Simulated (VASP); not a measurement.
A VASP calculation is set up with these files.

**POSCAR**
```
Cd
2.9505220
  0.5095206882  -0.8604585900   0.0000000000
  0.5095206882   0.8604585900   0.0000000000
  0.0000000000   0.0000000000   1.9329511863
Cd
2
Direct
  0.3333330000   0.6666670000   0.2500000000
  0.6857740000   0.3524400000   0.7500000000
```

INCAR:
```
SYSTEM  =  Cd
PREC  =  Accurate; ENCUT  =  400; LREAL  =  .FALSE.
LASPH  =  .TRUE.
EDIFF  =  1E-6; NELM  =  100; ALGO  =  Normal
LMAXMIX  =  4
ISMEAR  =  1; SIGMA  =  0.1
GGA  =  PE
ISIF  =  2
LWAVE  =  .FALSE.; LCHARG  =  .FALSE.
```

**KPOINTS**
```
kpoints
0
G
 13 13 6
```

POTCAR, in this order: Cd (PBE.64 set). Program: vasp_std.

**Question.** Translate this PBE calculation to Quantum ESPRESSO's pw.x.

**Answer.** One equivalent input (not run):
```
&CONTROL
  calculation = 'scf'
  pseudo_dir = './pseudo'
  outdir = './out'
  tprnfor = .true.
  tstress = .true.
/
&SYSTEM
  ibrav = 0
  nat = 2
  ntyp = 1
  ecutwfc = 102
  occupations = 'smearing'
  smearing = 'methfessel-paxton'
  degauss = 0.00735
  input_dft = 'pbe'
/
&ELECTRONS
  conv_thr = 7.3e-08
  electron_maxstep = 100
/
ATOMIC_SPECIES
  Cd 112.414 Cd.upf
CELL_PARAMETERS angstrom
     1.5033520   -2.5388020    0.0000000
     1.5033520    2.5388020    0.0000000
     0.0000000    0.0000000    5.7032150
ATOMIC_POSITIONS crystal
  Cd   0.3333330  0.6666670  0.2500000
  Cd   0.6857740  0.3524400  0.7500000
K_POINTS automatic
  13 13 6 0 0 0
```
Limits of the translation: the potentials are each code's own (VASP's PAW set, PseudoDojo norm-conserving files in pw.x), so ENCUT and ecutwfc are chosen apart and not converted; conv_thr bounds pw.x's estimated SCF error, while EDIFF bounds the energy change between steps.

The compound is Cd in the hcp structure. The cell was not relaxed at this level, atoms are displaced from their ideal sites.
